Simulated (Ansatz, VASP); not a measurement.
## GaAsH2 (GaAs wire along [111], 24 atoms a period, H-terminated) in two plane-wave programs

Aim: how closely do two programs agree when they are given the same cell, functional and k mesh? Of the first pair: The structure shown is the start of the Ansatz relaxation below; VASP solves that cell, so the two are compared at the walk's first step.

Calculated with Ansatz 0.2.0; plane waves, with VASP 6.6.1 beside it; single point at PBE.

### Step 1. Starting point

The cell holds 48 atoms: 12 Ga, 12 As and 24 H. Cell: a = 15.479 Å, b = 16.793 Å, c = 9.959 Å, α = 90.0°, β = 90.0°, γ = 90.0°. Vacuum lies along a and b. The structure's axis is c.

### Step 2. Ansatz: relaxation, PBE

Ansatz runs on its default PAW (the set named soft_2) files.

The two programs are compared at the cell with which this relaxation starts, whose forces are those of its first step.

Contents of input.yaml:

```yaml
crystal:
  lattice:
    - [15.479, 0.0, 0.0]
    - [0.0, 16.793, 0.0]
    - [0.0, 0.0, 9.9592921435]
  atoms:
    - { symbol: Ga, position: [0.302995323, 0.500850342, 0.0] }
    - { symbol: Ga, position: [0.434330163, 0.710529464, 0.0] }
    - { symbol: As, position: [0.302995323, 0.500850342, 0.25] }
    - { symbol: As, position: [0.434330163, 0.291171219, 0.25] }
    - { symbol: As, position: [0.434330163, 0.710529464, 0.25] }
    - { symbol: As, position: [0.565665004, 0.500850342, 0.25] }
    - { symbol: H, position: [0.219652432, 0.684989377, 0.280451396] }
    - { symbol: H, position: [0.649007894, 0.684989377, 0.280451396] }
    - { symbol: H, position: [0.696999844, 0.342251395, 0.280451396] }
    - { symbol: H, position: [0.780342734, 0.475310254, 0.280451396] }
    - { symbol: H, position: [0.221234892, 0.457339533, 0.30187785] }
    - { symbol: H, position: [0.352569733, 0.247660411, 0.30187785] }
    - { symbol: H, position: [0.434330163, 0.797551081, 0.30187785] }
    - { symbol: H, position: [0.516090593, 0.247660411, 0.30187785] }
    - { symbol: Ga, position: [0.302995323, 0.640636424, 0.333333333] }
    - { symbol: Ga, position: [0.434330163, 0.430957301, 0.333333333] }
    - { symbol: Ga, position: [0.565665004, 0.640636424, 0.333333333] }
    - { symbol: Ga, position: [0.696999844, 0.430957301, 0.333333333] }
    - { symbol: As, position: [0.302995323, 0.640636424, 0.583333333] }
    - { symbol: As, position: [0.434330163, 0.430957301, 0.583333333] }
    - { symbol: As, position: [0.565665004, 0.640636424, 0.583333333] }
    - { symbol: As, position: [0.696999844, 0.430957301, 0.583333333] }
    - { symbol: H, position: [0.219652432, 0.405417213, 0.613784729] }
    - { symbol: H, position: [0.302995323, 0.272358354, 0.613784729] }
    - { symbol: H, position: [0.565665004, 0.272358354, 0.613784729] }
    - { symbol: H, position: [0.780342734, 0.615096336, 0.613784729] }
    - { symbol: H, position: [0.221234892, 0.597125615, 0.635211184] }
    - { symbol: H, position: [0.302995323, 0.727658041, 0.635211184] }
    - { symbol: H, position: [0.565665004, 0.727658041, 0.635211184] }
    - { symbol: H, position: [0.778760274, 0.387446493, 0.635211184] }
    - { symbol: Ga, position: [0.302995323, 0.36106426, 0.666666667] }
    - { symbol: Ga, position: [0.434330163, 0.570743383, 0.666666667] }
    - { symbol: Ga, position: [0.565665004, 0.36106426, 0.666666667] }
    - { symbol: Ga, position: [0.696999844, 0.570743383, 0.666666667] }
    - { symbol: As, position: [0.302995323, 0.36106426, 0.916666667] }
    - { symbol: As, position: [0.434330163, 0.570743383, 0.916666667] }
    - { symbol: As, position: [0.565665004, 0.36106426, 0.916666667] }
    - { symbol: As, position: [0.696999844, 0.570743383, 0.916666667] }
    - { symbol: H, position: [0.219652432, 0.545203295, 0.947118062] }
    - { symbol: H, position: [0.350987273, 0.754882418, 0.947118062] }
    - { symbol: H, position: [0.434330163, 0.202465313, 0.947118062] }
    - { symbol: H, position: [0.517673053, 0.754882418, 0.947118062] }
    - { symbol: H, position: [0.221234892, 0.317553452, 0.968544517] }
    - { symbol: H, position: [0.647425434, 0.317553452, 0.968544517] }
    - { symbol: H, position: [0.696999844, 0.657765, 0.968544517] }
    - { symbol: H, position: [0.778760274, 0.527232574, 0.968544517] }
    - { symbol: Ga, position: [0.434330163, 0.291171219, 0.0] }
    - { symbol: Ga, position: [0.565665004, 0.500850342, 0.0] }
kpoints:
  mp_grid: { grid: [1, 1, 9] }
scf:
  occupations: { method: fermi_dirac, width: 0.05 }
hamiltonian:
  xc: pbe
relax:
  cell: { fix: [a, b, alpha, beta, gamma] }
  max_steps: 45
  f_tol: 0.03
```

The run is started by

```console
ansatz run input.yaml --threads 4 --pin off --max-ram 16384MiB --backend cpu --events-out ev --progress --plain --runs-dir out
```

Numbers of over 12 decimals in the logs are rounded to 6 here.

What it wrote:

```text
Engine: ansatz 0.2.0, aarch64-unknown-linux-gnu
Pseudopotentials: kind: paw
Pseudopotential: Ga, paw, valence charge 13, recommended cutoff 420 eV (normal), Ga.paw.azcp
Pseudopotential: As, paw, valence charge 15, recommended cutoff 420 eV (normal), As.paw.azcp
Pseudopotential: H, paw, valence charge 1, recommended cutoff 420 eV (normal), H.paw.azcp
Functional definition: PBE
  parameter kappa = 0.804
  parameter beta = 0.066725
  exchange = pbe_x(kappa = kappa, mu = beta*pi^2/3)
  correlation = pbe_c(beta = beta)
Crystal: 48 atoms, lattice volume = 2588.807 Å³
Basis set: ecut = 420 eV, 50627 PW (Γ), exchange–correlation on 216×240×144 points (8 copies of the dense FFT grid, shifted against one another)
Bands: 228, of which v1, the nominal top of the filled ones, is band 180 counted from 1 (179 counted from 0)
Symmetry: 1 space group operations
Space group: P1 (ITA 1), of the structure as read, at distance tolerance 1.4e-4 Å
k-points: 5 of 9 (time reversal used)
Non-local potential: Ga, projectors of the file, l = 0: 2, l = 1: 2, l = 2: 3, l = 3: 1
Non-local potential: As, projectors of the file, l = 0: 2, l = 1: 2, l = 2: 3, l = 3: 1
Non-local potential: H, projectors of the file, l = 0: 2, l = 1: 1
PAW form: soft (Blöchl's): semilocal exchange-correlation on the pseudo side does not see the compensation charge
PAW one-centre angular grid: Ga, 590 points (default); XC on 64 Gauss nodes
PAW one-centre angular grid: As, 590 points (default); XC on 64 Gauss nodes
PAW one-centre angular grid: H, 110 points (default); XC on 64 Gauss nodes
Initial density: superposition of atomic densities (neutral atoms: chi_scale 0, normalization atom), corrected by the library's trained network
Initial wavefunctions: pseudopotential atomic-orbital guess
Functional: x = pbe(κ = 0.804, μ = 0.219515), c = pbe(β = 0.066725)
SCF iter   1: F=—  HF=-104050.082278 eV  |F-HF|=—  |Δ(HF+E_count)|=         —  Δρ=1.91e-3  dr2=2.29e-1  ethr=1.77e-3  ⟨swp⟩=6.0  Hψ=4488  notcnv=0  defer=104
preconditioner: auto → Resta (q_TF=auto, 1.964 Å⁻¹)  ε∞=1.7  [insulator: Δε(μ)=2.748 eV  Ē_g=13.749 eV  σ=0.050 eV  W_gap=1.00  n_scr=320 (ndim 8)  ℏωp=11.3 eV  f_vac=0.665  D(μ)=0.00/eV (n_scr^D=0)  ε∞_Penn≈1.7  vacuum switching on, ρ_ref=1.4e-2 e/Å³]
SCF iter   2: F=—  HF=-104050.019770 eV  |F-HF|=—  |Δ(HF+E_count)|=   6.25e-2  Δρ=6.25e-4  dr2=2.18e-2  ethr=6.35e-5  ⟨swp⟩=4.0  Hψ=1985  notcnv=0  defer=201
SCF iter   3: F=—  HF=-104050.021459 eV  |F-HF|=—  |Δ(HF+E_count)|=   1.69e-3  Δρ=3.29e-4  dr2=4.15e-3  ethr=6.05e-6  ⟨swp⟩=2.0  Hψ=1539  notcnv=0  defer=201
SCF iter   4: F=—  HF=-104050.023559 eV  |F-HF|=—  |Δ(HF+E_count)|=   2.10e-3  Δρ=1.25e-4  dr2=5.94e-4  ethr=1.15e-6  ⟨swp⟩=2.0  Hψ=1314  notcnv=0  defer=201
SCF iter   5: F=—  HF=-104050.024173 eV  |F-HF|=—  |Δ(HF+E_count)|=   6.14e-4  Δρ=4.15e-5  dr2=1.10e-4  ethr=1.65e-7  ⟨swp⟩=2.0  Hψ=1599  notcnv=0  defer=201
SCF iter   6: F=—  HF=-104050.024173 eV  |F-HF|=—  |Δ(HF+E_count)|=   2.09e-7  Δρ=1.42e-5  dr2=5.86e-6  ethr=3.06e-8  ⟨swp⟩=2.0  Hψ=1614  notcnv=0  defer=201
SCF iter   7: F=—  HF=-104050.024403 eV  |F-HF|=—  |Δ(HF+E_count)|=   2.30e-4  Δρ=4.98e-6  dr2=6.76e-7  ethr=1.63e-9  ⟨swp⟩=2.0  Hψ=2040  notcnv=0  defer=201
SCF iter   8: F=—  HF=-104050.024404 eV  |F-HF|=—  |Δ(HF+E_count)|=   1.48e-6  Δρ=1.86e-6  dr2=1.02e-7  ethr=2.78e-11  ⟨swp⟩=4.0  Hψ=3494  notcnv=0
SCF iter   9: F=-104050.024404 eV  HF=-104050.024404 eV  |F-HF|=1.28e-8  |Δ(HF+E_count)|=   2.24e-7  Δρ=5.48e-7  dr2=2.53e-8  ethr=2.78e-11  ⟨swp⟩=4.0  Hψ=3160  notcnv=0
SCF 1 converged in 9 iterations: F = -104050.024404 eV  dr2 = 2.53e-8
  greatest PAW one-centre occupation: 0.999 electrons in one spin orbital (limit 2), on the As atom at site 3 (counted from 0), in its partial waves of l = 2
relax step   1: F+E_penalty+E_count = -104050.02440429 eV  Δ(F+E_penalty+E_count) = +0.000e0 eV  max|allowed force component| = 7.349e-1 eV/Å  Δτ_max = 0.0000 Å  P = -0.350 GPa  Ω = 2588.807 Å³  fix = [a, b, alpha, beta, gamma]  reactions: a -0.518, b -0.515 GPa; alpha +0.000, beta -0.000, gamma -0.000 GPa/rad  (9 SCF iters, dr2 threshold 1.00e-7 eV, accepted)
Crystal: 48 atoms, lattice volume = 2588.567 Å³
Basis set: ecut = 420 eV, 50619 PW (Γ), exchange–correlation on 216×240×144 points (8 copies of the dense FFT grid, shifted against one another)
Initial density: handed on by an earlier stage of this run
Initial wavefunctions: those handed on with the density
iter 1 solved again at ethr=3.36e-4 eV; its pass at ethr=3.10e-3 eV (dr2=1.21e0 eV) is discarded
SCF iter   1: F=—  HF=-104051.410376 eV  |F-HF|=—  |Δ(HF+E_count)|=         —  Δρ=8.31e-3  dr2=1.23e0  ethr=3.36e-4  ⟨swp⟩=4.0  Hψ=4948  notcnv=0
[...]
basis re-selected at this cell: Δ(F+E_penalty+E_count) = +4.027e-4 eV, ΔP = +0.000 GPa vs the last step (what re-selecting the basis moved, of the pressure what is left beyond the Pulay correction that the steps carried, after the strain that the cell walked since its last selection, with what the two solves' SCF thresholds leave and, on support functions, any second-order correction that the steps lacked; it is no m [...]
SCF converged after 4 iterations
Free energy (F): -104051.317437 eV
Harris-Foulkes:  -104051.317437 eV  (|F-HF|=1.46e-10)
Internal energy: -104051.317437 eV  (E = F + TS)
E sigma→0 (E₀):  -104051.317437 eV
Fermi energy:    -1.217091 eV
--- Per-component energies (eV) ---
  E_band       = -7258.679079
  E_kinetic    = 2928.022487
  E_local      = -188472.016600  (includes V_loc(G=0)·N_el)
  E_nonlocal   = -2912.879242
  E_hartree    = 92636.550005
  E_xc         = -1979.121327
  E_vxc        = -1903.153263  (∫ρ·V_xc dr)
  E_paw        = -45904.810674  (= ΣΔE_a)
  E_vpaw       = -2171.725572  (= ΣTr[D̂ρ^β])
  E_aug_tail   = -0.029515  (compensation charges beyond the density's cutoff)
  E_ewald      = 39652.967430
  E_smearing   = -0.000000  (= −TS)
  E_closure    = 0.000000  (closes the sum)
  Σ components = -104051.317437   (vs F -104051.317437, Δ=0.00e0)
--- Forces (eV/Å), atoms counted from 1 ---
  atom   1  Ga    -0.00487476     0.00203582    -0.00120973
  atom   2  Ga     0.00197394     0.00672543    -0.00274865
  atom   3  As     0.00052907     0.00591257    -0.00068460
  atom   4  As     0.00352688     0.00001392     0.00622549
  atom   5  As    -0.00633400    -0.00145310     0.00488967
  atom   6  As     0.00444234     0.00606445     0.00304661
  atom   7  H     -0.00249519    -0.00045340     0.00434140
  atom   8  H     -0.00101749     0.00365383    -0.00173664
  atom   9  H     -0.00320327     0.00002555     0.00548722
  atom  10  H     -0.00132213    -0.00351941    -0.00025108
  atom  11  H     -0.00099084    -0.00171678    -0.00324855
  atom  12  H     -0.00124375    -0.00017777    -0.00039416
  atom  13  H      0.00208571    -0.00065662    -0.00103767
  atom  14  H     -0.00257170    -0.00153358    -0.00223334
  atom  15  Ga    -0.00285948    -0.00123227    -0.00778741
  atom  16  Ga    -0.00371788    -0.00864366    -0.00275729
  atom  17  Ga     0.00419127     0.00342362    -0.00105889
  atom  18  Ga     0.00480898    -0.00504475    -0.00265026
  atom  19  As    -0.00174115    -0.00302857     0.00632229
  atom  20  As     0.00287866    -0.00692588     0.00304650
  atom  21  As     0.00482714    -0.00351693    -0.00077293
  atom  22  As     0.00194324     0.00624864     0.00492175
  atom  23  H      0.00155120     0.00261099     0.00543789
  atom  24  H     -0.00232224     0.00286648    -0.00019259
[...]
atom  41  H      0.00166412    -0.00188814     0.00438586
  atom  42  H      0.00151225    -0.00274063     0.00546987
  atom  43  H     -0.00044695     0.00210385    -0.00099105
  atom  44  H      0.00198405    -0.00001961    -0.00334201
  atom  45  H      0.00257409    -0.00140630    -0.00227828
  atom  46  H      0.00077650    -0.00098151    -0.00040284
  atom  47  Ga     0.00263850    -0.00190531    -0.00777263
  atom  48  Ga     0.00931911     0.00110821    -0.00291793
  max |Σ_I F_I| component: 9.11e-7 eV/Å
--- Stress (GPa, compression-positive) ---
        0.004230      -0.000010       0.000010
       -0.000010       0.006649      -0.000305
        0.000010      -0.000305       0.006140
  P = ⅓ Tr σ = 0.0057 GPa (0.057 kbar)
--- Relaxed structure (6 steps of the walk, 6 accepted, 1 SCFs on fresh bases) ---
  F+E_penalty+E_count = -104051.31743656 eV   max|allowed force component| = 9.319e-3 eV/Å   (the final SCF, on the basis selected at the relaxed cell)
  cell:  # Å, volume = 2586.2460 Å³
    - [15.479, 0, 0]
    - [0, 16.793, 0]
    - [0, 0, 9.949440]
  atoms:
    - { symbol: Ga, position: [0.297405, 0.501321, -0.00343166] }
    - { symbol: Ga, position: [0.434254, 0.719227, -0.00969151] }
    - { symbol: As, position: [0.311211, 0.505591, 0.247614] }
    - { symbol: As, position: [0.435341, 0.303292, 0.242335] }
    - { symbol: As, position: [0.433288, 0.703682, 0.242390] }
    - { symbol: As, position: [0.570924, 0.503102, 0.259473] }
    - { symbol: H, position: [0.211381, 0.688462, 0.286744] }
    - { symbol: H, position: [0.650722, 0.692975, 0.285063] }
    - { symbol: H, position: [0.689939, 0.337814, 0.281571] }
    - { symbol: H, position: [0.784928, 0.477127, 0.278241] }
    - { symbol: H, position: [0.233401, 0.462413, 0.306648] }
    - { symbol: H, position: [0.361172, 0.257217, 0.305286] }
    - { symbol: H, position: [0.432169, 0.787908, 0.299547] }
    - { symbol: H, position: [0.508251, 0.254208, 0.302040] }
    - { symbol: Ga, position: [0.297313, 0.645493, 0.324963] }
    - { symbol: Ga, position: [0.439721, 0.439450, 0.347168] }
    - { symbol: Ga, position: [0.568930, 0.644881, 0.329891] }
    - { symbol: Ga, position: [0.705157, 0.426651, 0.323656] }
    - { symbol: As, position: [0.313832, 0.633822, 0.575655] }
    - { symbol: As, position: [0.433790, 0.425647, 0.592801] }
    - { symbol: As, position: [0.565948, 0.631696, 0.580943] }
    - { symbol: As, position: [0.691087, 0.435231, 0.575733] }
    - { symbol: H, position: [0.218978, 0.413111, 0.614941] }
    - { symbol: H, position: [0.302525, 0.267705, 0.611655] }
    - { symbol: H, position: [0.572304, 0.267018, 0.618351] }
    - { symbol: H, position: [0.787677, 0.620008, 0.620091] }
    - { symbol: H, position: [0.231234, 0.600183, 0.635296] }
    - { symbol: H, position: [0.307666, 0.716054, 0.638648] }
    - { symbol: H, position: [0.564289, 0.715395, 0.639986] }
    - { symbol: H, position: [0.770783, 0.394010, 0.632885] }
    - { symbol: Ga, position: [0.294912, 0.356628, 0.657015] }
    - { symbol: Ga, position: [0.439526, 0.562215, 0.680508] }
    - { symbol: Ga, position: [0.568001, 0.356360, 0.663198] }
    - { symbol: Ga, position: [0.704343, 0.572878, 0.658317] }
    - { symbol: As, position: [0.309997, 0.363619, 0.909096] }
    - { symbol: As, position: [0.429582, 0.573825, 0.926145] }
    - { symbol: As, position: [0.557137, 0.365304, 0.914255] }
    - { symbol: As, position: [0.685151, 0.565510, 0.909005] }
    - { symbol: H, position: [0.211284, 0.542478, 0.951635] }
    - { symbol: H, position: [0.346894, 0.757577, 0.944964] }
    - { symbol: H, position: [0.435321, 0.194128, 0.953518] }
    - { symbol: H, position: [0.525326, 0.751453, 0.948168] }
    - { symbol: H, position: [0.231444, 0.320574, 0.966254] }
    - { symbol: H, position: [0.636615, 0.324774, 0.973263] }
    - { symbol: H, position: [0.694814, 0.648265, 0.968649] }
    - { symbol: H, position: [0.765514, 0.529341, 0.971979] }
    - { symbol: Ga, position: [0.432700, 0.284229, -0.00834488] }
    - { symbol: Ga, position: [0.555024, 0.500964, 0.013834] }
```

(Part 1 of 3 ends here.)

[Lines on the potential files, build, host, timing and source positions are cut from VASP's logs without a mark.]

[Logs are printed without paths, hosts, clocks, repeated set-up lines and the standing remarks that a program may print on its own settings, such as how far it seeks lower states.]

[Hosts, paths, dates, database ids (printed as entryN), source tags and the programs' standing remarks are cut or masked in the printed files.]
